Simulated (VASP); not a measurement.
Computed with r2SCAN meta-GGA, VASP's PBE PAW potentials (set 64) (plane waves; VASP).

A VASP calculation is set up with these files.

File KPOINTS_OPT:
```
k-points along high-symmetry lines
7
Line-mode
Reciprocal
  0.000000   0.000000   0.000000 ! GAMMA
 -0.000000   0.000000   0.500000 ! X

 -0.000000   0.000000   0.500000 ! X
 -0.500000   0.500000   0.500000 ! M

 -0.500000   0.500000   0.500000 ! M
  0.000000   0.000000   0.000000 ! GAMMA

  0.000000   0.000000   0.000000 ! GAMMA
  0.324380   0.324380  -0.324380 ! Z

 -0.324380   0.675620   0.324380 ! Z_0
 -0.500000   0.500000   0.500000 ! M

 -0.000000   0.000000   0.500000 ! X
  0.250000   0.250000   0.250000 ! P

  0.250000   0.250000   0.250000 ! P
  0.000000   0.500000  -0.000000 ! N

  0.000000   0.500000  -0.000000 ! N
  0.000000   0.000000   0.000000 ! GAMMA
```

**INCAR**
```
LWAVE  =  .False.
LORBIT  =  11
LMAXMIX  =  4
NELM  =  100
LREAL  =  .False.   # projection in real space or not
PREC  =  Accurate
LMIXTAU  =  .True.
ALGO  =  Normal
ENCUT  =  520   # plane-wave cut-off (eV)
ISMEAR  =  -5   # tetrahedra, Bloechl
EDIFF  =  1E-7   # SCF stop (eV)
SYSTEM  =  Sn
LCHARG  =  .False.
LASPH  =  .True.   # aspherical one-centre terms
METAGGA  =  R2SCAN
NEDOS  =  601
ISIF  =  2   # forces and stress, cell fixed
```

### POSCAR
```
Sn
1
   -2.9362056642     2.9362056642     1.5975779531
    2.9362056642    -2.9362056642     1.5975779531
    2.9362056642     2.9362056642    -1.5975779531
Sn
2
Direct
  0.2500000000   0.7500000000   0.5000000000
  0.0000000000   0.0000000000   0.0000000000
```

File KPOINTS:
```
Automatic mesh
0
Gamma
14 14 14
0 0 0
```

POTCAR, in this order: Sn_d (PBE.64 set). Program: vasp_std.

The run wrote:

OSZICAR:
```
       N       E                     dE             d eps       ncg     rms          rms(c)
DAV:   1     0.161930213165E+03    0.16193E+03   -0.15417E+04  8788   0.248E+03
DAV:   2    -0.344920103988E+02   -0.19642E+03   -0.19444E+03  8790   0.459E+02
DAV:   3    -0.528276603709E+02   -0.18336E+02   -0.18140E+02 10066   0.145E+02
DAV:   4    -0.533960537440E+02   -0.56839E+00   -0.56685E+00 10092   0.277E+01
DAV:   5    -0.534192299419E+02   -0.23176E-01   -0.23061E-01 11872   0.504E+00    0.381E+00
DAV:   6    -0.493685566058E+02    0.40507E+01   -0.14241E+00  9368   0.222E+01    0.182E+00
DAV:   7    -0.488275613252E+02    0.54100E+00   -0.38813E-01  9376   0.736E+00    0.902E-01
DAV:   8    -0.492248839445E+02   -0.39732E+00   -0.26828E-01  8828   0.434E+00    0.475E-01
DAV:   9    -0.492383608642E+02   -0.13477E-01   -0.36297E-02  9128   0.150E+00    0.882E-02
DAV:  10    -0.492366514423E+02    0.17094E-02   -0.27386E-02  8958   0.152E+00    0.821E-02
DAV:  11    -0.492448182516E+02   -0.81668E-02   -0.11427E-02  8882   0.774E-01    0.374E-02
DAV:  12    -0.492451521033E+02   -0.33385E-03   -0.42314E-04  9210   0.154E-01    0.199E-02
DAV:  13    -0.492452851017E+02   -0.13300E-03   -0.13142E-04  9428   0.144E-01    0.555E-03
DAV:  14    -0.492452761748E+02    0.89268E-05   -0.59871E-05  9108   0.101E-01    0.637E-03
DAV:  15    -0.492452849541E+02   -0.87793E-05   -0.19546E-05  8882   0.614E-02    0.385E-03
DAV:  16    -0.492452863330E+02   -0.13789E-05   -0.15062E-06  9210   0.148E-02    0.241E-03
DAV:  17    -0.492452933558E+02   -0.70228E-05   -0.34786E-06  8910   0.178E-02    0.691E-04
DAV:  18    -0.492452933681E+02   -0.12222E-07   -0.22084E-07  7410   0.420E-03
   1 F= -.49245293E+02 E0= -.49245293E+02  d E =0.000000E+00
       N       E                     dE             ncg
```

OUTCAR:
```
------------------------ aborting loop because EDIFF is reached ----------------------------------------
  FORCE on cell =-STRESS in cart. coord.  units (eV):
  Direction    XX          YY          ZZ          XY          YZ          ZX
  --------------------------------------------------------------------------------------
  Total        0.0109804      0.0109804     -0.0267769      0.0000000      0.0000000      0.0000000
  in kB        0.3193257      0.3193257     -0.7787101      0.0000000      0.0000000      0.0000000
  external PRESSURE =      -0.0466862 kB  Pullay stress =       0.0000000 kB
  volume of cell :       55.09
      direct lattice vectors                 reciprocal lattice vectors
    -2.936205664  2.936205664  1.597577953     0.000000000  0.170287799  0.312973773
     2.936205664 -2.936205664  1.597577953     0.170287799  0.000000000  0.312973773
     2.936205664  2.936205664 -1.597577953     0.170287799  0.170287799  0.000000000
 POSITION                                       TOTAL-FORCE (eV/Angst)
 -----------------------------------------------------------------------------------
      2.93621     -0.00000      0.79879         0.000000     -0.000000      0.000000
      0.00000      0.00000      0.00000        -0.000000      0.000000     -0.000000
 -----------------------------------------------------------------------------------
    total drift:                               -0.000000     -0.000000      0.000000
  FREE ENERGIE OF THE ION-ELECTRON SYSTEM (eV)
  ---------------------------------------------------
  free  energy   TOTEN  =       -49.2452933681 eV

  energy  without entropy=      -49.2452933681  energy(sigma->0) =      -49.24529337

 total charge

# of ion       s       p       d       tot
------------------------------------------
    1        1.198   1.065   9.970  12.232
    2        1.198   1.065   9.970  12.232
--------------------------------------------------
tot          2.395   2.130  19.939  24.464
```
(Selected blocks of OUTCAR.)

For a metal the tetrahedron method with Blöchl corrections gives inexact stress and forces.

The compound is Sn in the beta structure. It was relaxed first.
